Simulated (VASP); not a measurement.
Energy against volume of KMgF3 (cubic perovskite). All values below come from vdW-DF-cx, VASP's PBE PAW potentials (set 64) (plane waves; VASP).

```tsv
V (Å³/atom)	E (eV/atom)
12.062	-3.05504
12.447	-3.06502
12.831	-3.06890
13.216	-3.06764
13.601	-3.06206
```

Fit a third-order Birch-Murnaghan equation of state.

```json
{
  "volume_per_atom": "12.92 Å^3/atom",
  "bulk_modulus": "68.8 GPa",
  "pressure_derivative_of_the_bulk_modulus": "4.77",
  "lattice_constant_a": "4.013 Å"
}
```

The compound is KMgF3 in the cubic perovskite structure. It was relaxed first.
